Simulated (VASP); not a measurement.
```
Ag2S
1.0
    4.15589     0.00000    -0.00844
    0.00000     7.24942     0.00000
   -1.55545     0.00000     3.86490
Ag S
4 2
Cartesian
 -0.94003   1.81235   3.46942
  3.54047   5.43706   0.38705
  1.30022   0.00000   1.92823
  1.30022   3.62471   1.92823
  2.60001   1.81235   1.07486
  0.00043   5.43706   2.78161
```

These are PBEsol GGA, VASP's PBE PAW potentials (set 64) (plane waves; VASP 6.6.1) values and carry that method's errors. Run with 400 eV cut-off, 13×7×13 Γ-centred mesh, Gaussian smearing of 0.010 eV, potentials Ag S.

**Question.** Give the direction-averaged independent-particle dielectric function (no local fields, no excitons; a broadening of 0.1 eV leaves a tail below the gap, and fine structure carries the noise of the k-mesh).

**Answer.** 
```json
[
 {"ħω (eV)": "0.00", "ε₁": "10.86", "ε₂": "0.00"},
 {"ħω (eV)": "0.30", "ε₁": "10.96", "ε₂": "0.07"},
 {"ħω (eV)": "0.60", "ε₁": "11.27", "ε₂": "0.16"},
 {"ħω (eV)": "0.90", "ε₁": "11.93", "ε₂": "0.44"},
 {"ħω (eV)": "1.20", "ε₁": "12.41", "ε₂": "0.92"},
 {"ħω (eV)": "1.50", "ε₁": "13.95", "ε₂": "1.43"},
 {"ħω (eV)": "1.80", "ε₁": "15.80", "ε₂": "3.84"},
 {"ħω (eV)": "2.10", "ε₁": "15.86", "ε₂": "7.54"},
 {"ħω (eV)": "2.40", "ε₁": "12.94", "ε₂": "11.23"},
 {"ħω (eV)": "2.70", "ε₁": "8.48", "ε₂": "12.90"},
 {"ħω (eV)": "3.00", "ε₁": "6.35", "ε₂": "11.18"},
 {"ħω (eV)": "3.30", "ε₁": "4.93", "ε₂": "10.22"},
 {"ħω (eV)": "3.60", "ε₁": "3.74", "ε₂": "9.14"},
 {"ħω (eV)": "3.90", "ε₁": "3.73", "ε₂": "7.93"},
 {"ħω (eV)": "4.20", "ε₁": "3.92", "ε₂": "7.71"},
 {"ħω (eV)": "4.50", "ε₁": "4.14", "ε₂": "8.18"},
 {"ħω (eV)": "4.80", "ε₁": "2.55", "ε₂": "8.68"},
 {"ħω (eV)": "5.10", "ε₁": "1.35", "ε₂": "8.97"},
 {"ħω (eV)": "5.40", "ε₁": "0.53", "ε₂": "7.43"},
 {"ħω (eV)": "5.70", "ε₁": "0.28", "ε₂": "6.72"},
 {"ħω (eV)": "6.00", "ε₁": "0.09", "ε₂": "6.11"},
 {"ħω (eV)": "6.30", "ε₁": "0.24", "ε₂": "5.66"},
 {"ħω (eV)": "6.60", "ε₁": "0.38", "ε₂": "5.41"},
 {"ħω (eV)": "6.90", "ε₁": "0.09", "ε₂": "5.69"}
]
```
ε₂ peaks at 2.6 eV (height 13.0); ε₁(0) averages 10.86, so the electronic refractive index below the gap tends to √10.86 = 3.30.

The structure comes from a computed database's Ag2S entry (P2_1/m); how it stands against other phases isn't given here. It was relaxed first, which changed the volume by -5 %.
